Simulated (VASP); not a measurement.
# SnAu under strain, part 2 of 2

How does the pressure of SnAu answer to a change of volume? The bands are shown for each cell. All runs use r2SCAN. Left out of this account: 1 further run (self-consistent run: a reference on another mesh). The start is a cell from a database of measured crystal structures.

VASP 6.6.1; r2SCAN; plane waves and PAW (Sn_d, Au).

Still holding for the runs below: Spin-orbit coupling is off here; with elements this heavy it splits and shifts levels by tenths of an eV or more.

So far, pressure (GPa): step 2 (bands, cell as listed) 2.91; step 3 (cell volume +4.0 %) -0.812; step 4 (cell volume +8.0 %) -3.67; step 5 (bands, sheared, principal strains -2.9, -0.1, +3.1 %) 2.99.

### 6. Bands, volume times 0.96

The cell is compressed evenly, with fractional positions held.

Contents of INCAR:

```
SYSTEM = SnAu
PREC = Accurate
ENCUT = 400
EDIFF = 1E-06
NELM = 100
ISMEAR = -1
SIGMA = 0.05
LREAL = .FALSE.
ALGO = Normal
METAGGA = R2SCAN
LASPH = .TRUE.
NBANDS = 39
LORBIT = 11
LWAVE = .FALSE.
LCHARG = .FALSE.
KPAR = 4
```

Contents of POSCAR:

```
SnAu
1.0
    4.2645739189      0.0000000000      0.0000000000
   -2.1322869595      3.6932293502      0.0000000000
    0.0000000000      0.0000000000      5.4483557146
Sn Au
2 2
Direct
    0.3333333333      0.6666666667      0.2500000000
    0.6666666667      0.3333333333      0.7500000000
    0.0000000000      0.0000000000      0.0000000000
    0.0000000000      0.0000000000      0.5000000000
```

Contents of KPOINTS:

```
Automatic mesh
0
Gamma
8 8 6
0 0 0
```

Contents of KPOINTS_OPT:

```
Line mode
16
Line-mode
Reciprocal
  0.00000000   0.00000000   0.00000000 GAMMA
  0.50000000   0.00000000   0.00000000 M

  0.50000000   0.00000000   0.00000000 M
  0.33333333   0.33333333   0.00000000 K

  0.33333333   0.33333333   0.00000000 K
  0.00000000   0.00000000   0.00000000 GAMMA

  0.00000000   0.00000000   0.00000000 GAMMA
  0.00000000   0.00000000   0.50000000 A

  0.00000000   0.00000000   0.50000000 A
  0.50000000   0.00000000   0.50000000 L

  0.50000000   0.00000000   0.50000000 L
  0.33333333   0.33333333   0.50000000 H

  0.33333333   0.33333333   0.50000000 H
  0.00000000   0.00000000   0.50000000 A

  0.50000000   0.00000000   0.50000000 L
  0.50000000   0.00000000   0.00000000 M

  0.33333333   0.33333333   0.00000000 K
  0.33333333   0.33333333   0.50000000 H
```

PAW data sets: Sn_d and Au (PBE family, release 64).

Run with:

```bash
$ mpirun -np 4 vasp_std
```

The job ended after 2 min (4 MPI ranks of Intel Xeon 6975P-C (Granite Rapids), shared host; peak memory 1 GiB; 7.8 min of CPU time).

Numbers from this step:

```yaml
irreducible_k_points: 40
symmetry_operations: 24
free_energy_toten: -151.0914 eV
energy_at_zero_smearing: -151.0864 eV
fermi_energy: 9.331 eV
pressure: 7.626 GPa
```

The electronic bands at the labelled points (eV, zero at the Fermi level; # counts the bands kept):

| point | #12 | #13 | #14 | #15 | #16 | #17 | #18 | #19 |
| --- | --- | --- | --- | --- | --- | --- | --- | --- |
| Γ | -4.33 | -1.09 | 0.69 | 0.69 | 3.08 | 3.49 | 3.49 | 3.53 |
| 0.53 of the way | -4.33 | -3.29 | -1.39 | -1.15 | 0.81 | 2.53 | 4.31 | 4.61 |
| M | -4.32 | -2.51 | -2.33 | -2.28 | -1.07 | 0.75 | 3.85 | 5.11 |
| 0.53 of the way | -4.34 | -3.89 | -2.11 | -1.67 | 0.26 | 0.60 | 2.46 | 2.57 |
| K | -4.37 | -4.37 | -1.65 | -0.47 | -0.47 | 1.11 | 1.11 | 1.61 |
| 0.47 of the way | -4.33 | -3.95 | -2.07 | -1.42 | 2.11 | 2.52 | 2.65 | 3.10 |
| Γ | -4.33 | -1.09 | 0.69 | 0.69 | 3.08 | 3.49 | 3.49 | 3.53 |
| 0.47 of the way | -4.75 | -1.21 | 1.29 | 1.29 | 2.46 | 3.37 | 3.37 | 3.77 |
| A | -5.54 | 0.21 | 0.21 | 2.61 | 2.61 | 2.61 | 2.61 | 5.07 |
| 0.47 of the way | -5.47 | -1.34 | -1.34 | 1.38 | 1.38 | 1.47 | 1.47 | 4.38 |
| L | -5.08 | -4.42 | -4.42 | 0.38 | 0.38 | 1.82 | 1.82 | 5.10 |
| 0.47 of the way | -5.16 | -4.13 | -4.13 | -1.33 | -1.33 | 3.83 | 3.83 | 5.34 |
| H | -5.38 | -3.64 | -3.64 | -2.70 | -2.70 | 5.38 | 5.38 | 6.36 |
| 0.47 of the way | -5.36 | -2.05 | -2.05 | -0.65 | -0.65 | 3.04 | 3.04 | 5.13 |
| A | -5.54 | 0.21 | 0.21 | 2.61 | 2.61 | 2.61 | 2.61 | 5.07 |
| jump to L | -5.08 | -4.42 | -4.42 | 0.38 | 0.38 | 1.82 | 1.82 | 5.10 |
| 0.47 of the way | -4.65 | -4.09 | -3.59 | -1.29 | 0.46 | 2.44 | 2.66 | 3.18 |
| M | -4.32 | -2.51 | -2.33 | -2.28 | -1.07 | 0.75 | 3.85 | 5.11 |
| jump to K | -4.37 | -4.37 | -1.65 | -0.47 | -0.47 | 1.11 | 1.11 | 1.61 |
| 0.53 of the way | -4.04 | -4.04 | -3.90 | -1.88 | -1.88 | 3.27 | 3.27 | 4.10 |
| H | -5.38 | -3.64 | -3.64 | -2.70 | -2.70 | 5.38 | 5.38 | 6.36 |

Of the projections kept (Sn, Au), the largest for each band there; the rest of the weight can lie on other orbitals:

| point | #12 | #13 | #14 | #15 | #16 | #17 | #18 | #19 |
| --- | --- | --- | --- | --- | --- | --- | --- | --- |
| Γ | Au 1.00 | Au 0.88 | Sn 0.64 | Sn 0.64 | Sn 0.63 | Sn 0.63 | Sn 0.63 | Au 0.63 |
| M | Au 1.00 | Sn 0.58 | Sn 0.69 | Sn 0.76 | Au 0.52 | Au 0.81 | Au 0.60 | Sn 0.53 |
| K | Au 0.99 | Au 0.99 | Au 0.51 | Sn 0.60 | Sn 0.60 | Sn 0.63 | Sn 0.63 | Au 0.91 |
| Γ | Au 1.00 | Au 0.88 | Sn 0.64 | Sn 0.64 | Sn 0.63 | Sn 0.63 | Sn 0.63 | Au 0.63 |
| A | Au 0.99 | Sn 0.76 | Sn 0.76 | Sn 0.60 | Sn 0.60 | Sn 0.60 | Sn 0.60 | Au 0.64 |
| L | Au 0.93 | Au 0.78 | Au 0.78 | Sn 0.55 | Sn 0.55 | Sn 0.54 | Sn 0.54 | Sn 0.70 |

 The pressure is 7.63 GPa.

For the pressure, step 2 gave 2.91 GPa; this run, with cell volume -4.0 %, gives 7.63 GPa (+162 %).

### 7. Bands, volume times 0.92

The cell is scaled evenly once more. A prediction first. A parabola through the 4 pressures of evenly scaled cells so far, P = 2.91 -105.0 t +253 t² GPa with t = ln(V/V₁) and V₁ the volume at scale 1, gives 13.43 GPa at t = -0.0834.

INCAR is that of step 6.

Contents of POSCAR:

```
SnAu
1.0
    4.2045014957      0.0000000000      0.0000000000
   -2.1022507479      3.6412051056      0.0000000000
    0.0000000000      0.0000000000      5.3716080872
Sn Au
2 2
Direct
    0.3333333333      0.6666666667      0.2500000000
    0.6666666667      0.3333333333      0.7500000000
    0.0000000000      0.0000000000      0.0000000000
    0.0000000000      0.0000000000      0.5000000000
```

KPOINTS is that of step 6.

KPOINTS_OPT is that of step 6.

Run with:

```bash
$ mpirun -np 4 vasp_std
```

It took 1.8 min on 4 MPI ranks; peak memory 0.98 GiB.

This step gave:

- free energy (TOTEN): -150.8552 eV
- energy at zero smearing: -150.8495 eV
- Fermi energy: 10.04 eV
- pressure: 13.57 GPa

The electronic bands at the labelled points (eV, zero at the Fermi level; # counts the bands kept):

| point | #11 | #12 | #13 | #14 | #15 | #16 | #17 | #18 |
| --- | --- | --- | --- | --- | --- | --- | --- | --- |
| Γ | -4.53 | -1.10 | 0.62 | 0.62 | 3.05 | 3.60 | 3.60 | 3.85 |
| 0.47 of the way | -4.52 | -2.98 | -1.36 | -1.01 | 1.18 | 3.04 | 4.45 | 4.58 |
| M | -4.51 | -2.73 | -2.56 | -2.51 | -0.94 | 0.81 | 3.85 | 5.15 |
| 0.47 of the way | -4.53 | -3.86 | -2.40 | -2.01 | 0.17 | 0.67 | 2.80 | 2.93 |
| K | -4.57 | -4.57 | -1.84 | -0.60 | -0.60 | 1.17 | 1.17 | 1.71 |
| 0.47 of the way | -4.49 | -4.14 | -2.25 | -1.50 | 2.19 | 2.59 | 2.65 | 3.17 |
| Γ | -4.53 | -1.10 | 0.62 | 0.62 | 3.05 | 3.60 | 3.60 | 3.85 |
| 0.53 of the way | -5.09 | -1.15 | 1.42 | 1.42 | 2.38 | 3.41 | 3.41 | 3.96 |
| A | -5.83 | 0.29 | 0.29 | 2.66 | 2.66 | 2.66 | 2.66 | 5.28 |
| 0.47 of the way | -5.75 | -1.37 | -1.37 | 1.35 | 1.35 | 1.52 | 1.52 | 4.43 |
| L | -5.33 | -4.63 | -4.63 | 0.29 | 0.29 | 1.92 | 1.92 | 5.21 |
| 0.47 of the way | -5.41 | -4.31 | -4.31 | -1.43 | -1.43 | 3.96 | 3.96 | 5.46 |
| H | -5.65 | -3.75 | -3.75 | -2.89 | -2.89 | 5.56 | 5.56 | 6.53 |
| 0.53 of the way | -5.69 | -1.58 | -1.58 | -0.30 | -0.30 | 2.77 | 2.77 | 5.08 |
| A | -5.83 | 0.29 | 0.29 | 2.66 | 2.66 | 2.66 | 2.66 | 5.28 |
| jump to L | -5.33 | -4.63 | -4.63 | 0.29 | 0.29 | 1.92 | 1.92 | 5.21 |
| 0.47 of the way | -4.86 | -4.31 | -3.77 | -1.45 | 0.55 | 2.43 | 2.72 | 3.27 |
| M | -4.51 | -2.73 | -2.56 | -2.51 | -0.94 | 0.81 | 3.85 | 5.15 |
| jump to K | -4.57 | -4.57 | -1.84 | -0.60 | -0.60 | 1.17 | 1.17 | 1.71 |
| 0.47 of the way | -4.27 | -4.27 | -3.75 | -1.82 | -1.82 | 2.99 | 2.99 | 3.80 |
| H | -5.65 | -3.75 | -3.75 | -2.89 | -2.89 | 5.56 | 5.56 | 6.53 |

Of the projections kept (Sn, Au), the largest for each band there; the rest of the weight can lie on other orbitals:

| point | #11 | #12 | #13 | #14 | #15 | #16 | #17 | #18 |
| --- | --- | --- | --- | --- | --- | --- | --- | --- |
| Γ | Au 1.00 | Au 0.88 | Sn 0.64 | Sn 0.64 | Sn 0.66 | Sn 0.62 | Sn 0.62 | Au 0.64 |
| M | Au 0.99 | Sn 0.57 | Sn 0.68 | Sn 0.75 | Au 0.51 | Au 0.81 | Au 0.60 | Sn 0.54 |
| K | Au 0.99 | Au 0.99 | Au 0.52 | Sn 0.59 | Sn 0.59 | Sn 0.63 | Sn 0.63 | Au 0.90 |
| Γ | Au 1.00 | Au 0.88 | Sn 0.64 | Sn 0.64 | Sn 0.66 | Sn 0.62 | Sn 0.62 | Au 0.64 |
| A | Au 0.98 | Sn 0.77 | Sn 0.77 | Sn 0.59 | Sn 0.59 | Sn 0.59 | Sn 0.59 | Au 0.65 |
| L | Au 0.92 | Au 0.77 | Au 0.77 | Sn 0.54 | Sn 0.54 | Sn 0.54 | Sn 0.54 | Sn 0.70 |

 The pressure is 13.57 GPa. The parabola predicted 13.43 GPa, -0.13 GPa off.

### 8. Bands, atoms displaced by up to 0.07 Å

The atoms are moved off their sites at random, as a crude picture of disorder.

INCAR is that of step 7.

Contents of POSCAR:

```
SnAu
1.0
    4.3230000000      0.0000000000      0.0000000000
   -2.1615000000      3.7438278206      0.0000000000
    0.0000000000      0.0000000000      5.5230000000
Sn Au
2 2
Direct
    0.3323440000      0.6612240000      0.2541530000
    0.6740580000      0.3322160000      0.7525020000
   -0.0069260000      0.0075720000     -0.0024650000
   -0.0015810000     -0.0151290000      0.4961550000
```

KPOINTS is that of step 7.

KPOINTS_OPT is that of step 7.

Run with:

```bash
$ mpirun -np 4 vasp_std
```

The job ended after 5 min (4 MPI ranks; peak memory 2.6 GiB).

This step gave:

```
irreducible k points    : 196
symmetry operations     : 1
free energy (TOTEN)     : -151.1920 eV
energy at zero smearing : -151.1884 eV
Fermi energy            : 8.661 eV
pressure                : 3.053 GPa
```

The electronic bands at the labelled points (eV, zero at the Fermi level; # counts the bands kept):

| point | #12 | #13 | #14 | #15 | #16 | #17 | #18 | #19 |
| --- | --- | --- | --- | --- | --- | --- | --- | --- |
| Γ | -4.14 | -1.11 | 0.77 | 0.87 | 3.11 | 3.26 | 3.39 | 3.42 |
| 0.47 of the way | -4.17 | -2.62 | -1.30 | -0.67 | 1.05 | 2.97 | 4.36 | 4.50 |
| M | -4.16 | -2.30 | -2.11 | -2.00 | -1.15 | 0.71 | 3.83 | 4.96 |
| 0.47 of the way | -4.17 | -3.50 | -1.99 | -1.55 | 0.05 | 0.64 | 2.72 | 2.84 |
| K | -4.20 | -4.17 | -1.45 | -0.38 | -0.28 | 1.07 | 1.08 | 1.55 |
| 0.47 of the way | -4.12 | -3.71 | -1.90 | -1.30 | 2.04 | 2.46 | 2.65 | 3.09 |
| Γ | -4.14 | -1.11 | 0.77 | 0.87 | 3.11 | 3.26 | 3.39 | 3.42 |
| 0.47 of the way | -4.52 | -1.17 | 1.30 | 1.41 | 2.28 | 3.25 | 3.32 | 3.81 |
| A | -5.20 | 0.16 | 0.18 | 2.54 | 2.58 | 2.59 | 2.63 | 4.88 |
| 0.53 of the way | -5.12 | -1.79 | -1.74 | 1.19 | 1.24 | 1.51 | 1.56 | 4.33 |
| L | -4.81 | -4.20 | -4.17 | 0.43 | 0.50 | 1.73 | 1.81 | 4.97 |
| 0.53 of the way | -4.89 | -3.87 | -3.84 | -1.49 | -1.46 | 4.07 | 4.10 | 5.29 |
| H | -5.08 | -3.52 | -3.51 | -2.50 | -2.49 | 5.21 | 5.22 | 6.21 |
| 0.47 of the way | -5.06 | -1.99 | -1.94 | -0.55 | -0.53 | 2.95 | 3.00 | 5.03 |
| A | -5.20 | 0.16 | 0.18 | 2.54 | 2.58 | 2.59 | 2.63 | 4.88 |
| jump to L | -4.81 | -4.20 | -4.17 | 0.43 | 0.50 | 1.73 | 1.81 | 4.97 |
| 0.47 of the way | -4.41 | -3.84 | -3.37 | -1.13 | 0.42 | 2.47 | 2.61 | 3.12 |
| M | -4.16 | -2.30 | -2.11 | -2.00 | -1.15 | 0.71 | 3.83 | 4.96 |
| jump to K | -4.20 | -4.17 | -1.45 | -0.38 | -0.28 | 1.07 | 1.08 | 1.55 |
| 0.47 of the way | -3.94 | -3.92 | -3.28 | -1.57 | -1.51 | 2.83 | 2.87 | 3.60 |
| H | -5.08 | -3.52 | -3.51 | -2.50 | -2.49 | 5.21 | 5.22 | 6.21 |

Of the projections kept (Sn, Au), the largest for each band there; the rest of the weight can lie on other orbitals:

| point | #12 | #13 | #14 | #15 | #16 | #17 | #18 | #19 |
| --- | --- | --- | --- | --- | --- | --- | --- | --- |
| Γ | Au 1.00 | Au 0.88 | Sn 0.64 | Sn 0.65 | Sn 0.62 | Au 0.62 | Sn 0.63 | Sn 0.64 |
| M | Au 1.00 | Sn 0.59 | Sn 0.68 | Sn 0.76 | Au 0.53 | Au 0.81 | Au 0.59 | Sn 0.68 |
| K | Au 0.99 | Au 0.99 | Sn 0.50 | Sn 0.61 | Sn 0.61 | Sn 0.61 | Sn 0.62 | Au 0.90 |
| Γ | Au 1.00 | Au 0.88 | Sn 0.64 | Sn 0.65 | Sn 0.62 | Au 0.62 | Sn 0.63 | Sn 0.64 |
| A | Au 0.99 | Sn 0.75 | Sn 0.75 | Sn 0.60 | Sn 0.61 | Sn 0.61 | Sn 0.62 | Au 0.63 |
| L | Au 0.93 | Au 0.79 | Au 0.79 | Sn 0.55 | Sn 0.54 | Sn 0.54 | Sn 0.54 | Sn 0.70 |

Force by atom:

| atom | x (eV/Å) | y (eV/Å) | z (eV/Å) | size |
| --- | --- | --- | --- | --- |
| Sn1 | -0.048 | 0.014 | -0.102 | 0.114 |
| Sn2 | -0.272 | -0.026 | -0.083 | 0.285 |
| Au3 | 0.249 | -0.094 | 0.020 | 0.267 |
| Au4 | 0.071 | 0.106 | 0.165 | 0.208 |

 The pressure is 3.05 GPa, and the symmetry operations fall from 24 to 1.

### 9. Side by side

| cell | mesh | pressure (GPa) | gap (eV) |
| --- | --- | --- | --- |
| cell as listed | 8×8×6 | 2.91 | none |
| volume times 1.04 | 8×8×6 | -0.81 | none |
| volume times 1.08 | 8×8×6 | -3.67 | none |
| sheared, principal strains -2.9, -0.1, +3.1 % | 8×8×6 | 2.99 | none |
| volume times 0.96 | 8×8×6 | 7.63 | none |
| volume times 0.92 | 8×8×6 | 13.57 | none |
| atoms displaced by up to 0.07 Å | 8×8×6 | 3.05 | none |

### 10. What came out

```
pressure, cell as listed                                    : 2.91 GPa
pressure, volume times 1.04                                 : -0.812 GPa
pressure, volume times 1.08                                 : -3.67 GPa
pressure, sheared, principal strains -2.9, -0.1, +3.1 %     : 2.99 GPa
pressure, volume times 0.96                                 : 7.63 GPa
pressure, volume times 0.92                                 : 13.6 GPa
pressure, atoms displaced by up to 0.07 Å                   : 3.05 GPa
bulk modulus at the listed volume, shape and positions held : 106 GPa
```

In words: The slope of pressure against ln V at the listed volume gives a bulk modulus of 106 GPa at fixed shape and positions. Spin-orbit coupling is left out, and with elements this heavy it would split and shift bands near the Fermi level.

[Lines on the potential files, build, host, timing and source positions are cut from VASP's logs without a mark.]

[Logs are printed without paths, hosts, clocks, repeated set-up lines and the standing remarks that a program may print on its own settings, such as how far it seeks lower states.]

[Hosts, paths, dates, database ids (printed as entryN), source tags and the programs' standing remarks are cut or masked in the printed files.]

[A measured line is paired with the nearest computed mode of its activity, which favours agreement.]
